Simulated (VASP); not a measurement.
Calculation: PBEsol GGA, VASP's PBE PAW potentials (set 64) (plane waves; VASP 6.6.1).

A VASP calculation is set up with these files.

**INCAR**
```
# general
SYSTEM  = RuAl
PREC    = Accurate
ENCUT   = 300   # plane-wave cut-off (eV)
LREAL   = .FALSE.   # projection in real space or not
LASPH   = .TRUE.   # aspherical one-centre terms

# electronic loop
EDIFF   = 1E-6   # SCF stop (eV)
NELM    = 100
ALGO    = Normal   # blocked Davidson
LMAXMIX = 4   # l cut-off of mixed one-centre charges

# smearing
ISMEAR  = 0   # Gaussian
SIGMA   = 0.1

# functional
GGA     = PS

# ions
ISIF    = 2

# output
LWAVE   = .FALSE.
LCHARG  = .FALSE.
```

POSCAR:
```
RuAl
1
    3.0480060000     0.0000000000     0.0000000000
    0.0000000000     3.0480060000     0.0000000000
    0.0000000000     0.0000000000     3.0480060000
Al Ru
1 1
Direct
  0.5000000000   0.5000000000   0.5000000000
  0.0000000000   0.0000000000   0.0000000000
```

KPOINTS:
```
Automatic
0
gamma
  7 7 7
```

POTCAR, in this order: Al Ru_pv (PBE.64 set). Program: vasp_std.

Output

OUTCAR:
```
 ion  position               nearest neighbor table
   1  0.500  0.500  0.500-   2 2.64   2 2.64   2 2.64   2 2.64   2 2.64   2 2.64   2 2.64   2 2.64
  LATTYP: Found a simple cubic cell.
 ALAT       =     3.0480060000
 Subroutine PRICEL returns:
 Original cell was already a primitive cell.
 Subroutine GETGRP returns: Found 48 space group operations
The static configuration has the point symmetry O_h .
The dynamic configuration has the point symmetry O_h .
 Subroutine INISYM returns: Found 48 space group operations
 Subroutine IBZKPT returns following result:
 Found     20 irreducible k-points:

 Following reciprocal coordinates:
            Coordinates               Weight
  0.000000  0.000000  0.000000      1.000000
  0.142857  0.000000  0.000000      6.000000
  0.285714  0.000000  0.000000      6.000000
  0.428571  0.000000  0.000000      6.000000
  0.142857  0.142857  0.000000     12.000000
  0.285714  0.142857  0.000000     24.000000
  0.428571  0.142857  0.000000     24.000000
  0.285714  0.285714  0.000000     12.000000
  0.428571  0.285714  0.000000     24.000000
  0.428571  0.428571  0.000000     12.000000
...
```

### OSZICAR
```
       N       E                     dE             d eps       ncg     rms          rms(c)
DAV:   1     0.521654898559E+02    0.52165E+02   -0.73398E+03   608   0.839E+02
DAV:   2    -0.152547921402E+02   -0.67420E+02   -0.64343E+02   548   0.244E+02
DAV:   3    -0.162240430952E+02   -0.96925E+00   -0.96139E+00   552   0.293E+01
DAV:   4    -0.162343426169E+02   -0.10300E-01   -0.10298E-01   548   0.284E+00
DAV:   5    -0.162346967684E+02   -0.35415E-03   -0.35415E-03   616   0.423E-01    0.116E+01
DAV:   6    -0.155868414438E+02    0.64786E+00   -0.44937E+00   500   0.234E+01    0.265E+00
DAV:   7    -0.154686251012E+02    0.11822E+00   -0.46231E-01   500   0.767E+00    0.193E+00
DAV:   8    -0.154485668745E+02    0.20058E-01   -0.25682E-02   512   0.154E+00    0.230E-01
DAV:   9    -0.154482020460E+02    0.36483E-03   -0.61164E-04   544   0.225E-01    0.142E-01
DAV:  10    -0.154481846845E+02    0.17362E-04   -0.34604E-05   568   0.750E-02    0.923E-03
DAV:  11    -0.154481833968E+02    0.12877E-05   -0.20240E-06   472   0.164E-02    0.602E-03
DAV:  12    -0.154481829453E+02    0.45155E-06   -0.53635E-08   256   0.262E-03
   1 F= -.15448183E+02 E0= -.15441409E+02  d E =-.135487E-01
```

### OUTCAR
```
------------------------ aborting loop because EDIFF is reached ----------------------------------------
  FORCE on cell =-STRESS in cart. coord.  units (eV):
  Direction    XX          YY          ZZ          XY          YZ          ZX
  --------------------------------------------------------------------------------------
  Total       -2.4258822     -2.4258822     -2.4258822      0.0000000      0.0000000      0.0000000
  in kB     -137.2564754   -137.2564754   -137.2564754      0.0000000      0.0000000      0.0000000
  external PRESSURE =    -137.2564754 kB  Pullay stress =       0.0000000 kB
  volume of cell :       28.32
      direct lattice vectors                 reciprocal lattice vectors
     3.048006000  0.000000000  0.000000000     0.328083344  0.000000000  0.000000000
     0.000000000  3.048006000  0.000000000     0.000000000  0.328083344  0.000000000
     0.000000000  0.000000000  3.048006000     0.000000000  0.000000000  0.328083344
 POSITION                                       TOTAL-FORCE (eV/Angst)
 -----------------------------------------------------------------------------------
      1.52400      1.52400      1.52400         0.000000      0.000000      0.000000
      0.00000      0.00000      0.00000         0.000000      0.000000      0.000000
 -----------------------------------------------------------------------------------
    total drift:                               -0.000000     -0.000000      0.000000
  FREE ENERGIE OF THE ION-ELECTRON SYSTEM (eV)
  ---------------------------------------------------
  free  energy   TOTEN  =       -15.4481829453 eV

  energy  without entropy=      -15.4346342417  energy(sigma->0) =      -15.44140859
```
(Selected blocks of OUTCAR.)

**OUTCAR**
```
 val. band max:        9.8120907726   @ k =   0.2857   0.1429   0.0000

 cond. band min:       9.8842762696   @ k =   0.4286   0.4286   0.1429


 Fermi energy:         9.8735707665

 k-point     1 :       0.0000    0.0000    0.0000
  band No.  band energies     occupation
      1     -31.8468      2.00000
      2     -31.8468      2.00000
      3     -31.8468      2.00000
      4       0.4683      2.00000
      5       6.5376      2.00000
      6       6.5376      2.00000
      7      10.0196      0.03895
      8      10.0196      0.03895
      9      10.0196      0.03895
     10      15.6377      0.00000
     11      15.6377      0.00000
     12      15.6377      0.00000

 k-point     2 :       0.1429    0.0000    0.0000
  band No.  band energies     occupation
      1     -31.8791      2.00000
      2     -31.8441      2.00000
      3     -31.8441      2.00000
      4       0.8388      2.00000
      5       6.6282      2.00000
      6       6.6613      2.00000
      7       9.6118      1.99979
      8       9.6118      1.99979
      9      10.0614      0.00790
     10      14.1516      0.00000
     11      16.3402      0.00000
     12      16.3402      0.00000

 k-point     3 :       0.2857    0.0000    0.0000
  band No.  band energies     occupation
      1     -31.9509      2.00000
      2     -31.8379      2.00000
      3     -31.8379      2.00000
      4       1.8915      2.00000
      5       6.4447      2.00000
      6       6.9630      2.00000
      7       8.8902      2.00000
      8       8.8902      2.00000
      9      10.1575      0.00006
     10      12.3893      0.00000
     11      17.9596      0.00000
     12      17.9596      0.00000

 k-point     4 :       0.4286    0.0000    0.0000
  band No.  band energies     occupation
      1     -32.0078      2.00000
      2     -31.8330      2.00000
      3     -31.8330      2.00000
      4       3.4553      2.00000
      5       5.2266      2.00000
      6       7.2321      2.00000
...
```

At this cut-off the stress carries a Pulay error, which pulls relaxed volumes low.

The structure is a typed RuAl crystal (Pm-3m). The cell was not relaxed at this level. The electron count is odd and the run is not spin-polarised, which forces a metal.
